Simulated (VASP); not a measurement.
Here is the system:

```
PtCl2
1.0
    3.75606     0.00000     0.00000
    0.00000    11.12612     0.00000
    0.00000     0.00000     3.41143
Pt Cl
2 4
Cartesian
  3.75606   0.00000   1.70571
  1.87803   5.56306   3.41143
  3.34163   9.64990   0.00000
  0.41443   1.47622   3.41143
  1.46360   7.03928   1.70571
  2.29246   4.08684   1.70571
```

Calculation: PBEsol GGA, VASP's PBE PAW potentials (set 64) (plane waves; VASP 6.6.1). Settings: 400 eV cut-off, Gaussian smearing of 0.050 eV, potentials Pt Cl.

Without a dispersion term in the relaxation, distances and binding between the weakly bound layers, chains or molecules are unreliable, and so is what depends on them. Unless said otherwise, spin-orbit coupling is left out, though it shifts the bands of the heavy elements here.

Task: Give the energies of bands 14 to 27 at the high-symmetry points, in eV from the valence-band maximum.

Result: 
```csv
band,Γ,X,S,Y,Z,U,R,T
14,-3.22,-3.39,-3.39,-3.27,-4.12,-4.71,-4.74,-4.12
15,-2.84,-3.09,-3.05,-3.00,-2.52,-3.20,-3.24,-2.52
16,-2.63,-3.09,-3.05,-3.00,-2.52,-3.20,-3.24,-2.52
17,-2.45,-2.38,-2.39,-2.36,-2.09,-2.02,-2.02,-2.10
18,-2.37,-2.38,-2.39,-2.36,-2.09,-2.02,-2.02,-2.10
19,-1.86,-1.72,-1.72,-1.80,-1.92,-1.97,-1.97,-1.92
20,-1.75,-1.72,-1.72,-1.80,-1.92,-1.97,-1.97,-1.92
21,-1.49,-0.26,-0.36,-1.49,-1.32,-0.43,-0.39,-1.32
22,-1.49,-0.26,-0.36,-1.49,-1.32,-0.43,-0.39,-1.32
23,-0.19,-0.24,-0.17,-0.09,-0.19,-0.12,-0.14,-0.19
24,0.00,-0.24,-0.17,-0.09,-0.19,-0.12,-0.14,-0.19
25,1.59,1.83,1.83,1.79,1.79,1.78,1.73,1.77
26,1.99,1.83,1.83,1.79,1.79,1.78,1.73,1.77
27,3.63,4.67,4.84,4.25,4.54,3.72,3.83,4.67
```

The gap is indirect, 0.85 eV, from the valence maximum at Γ to the conduction minimum at Γ-Z at 0.50.

The structure comes from a computed database's PtCl2 entry (Pnnm); how it stands against other phases isn't given here. It was relaxed first.
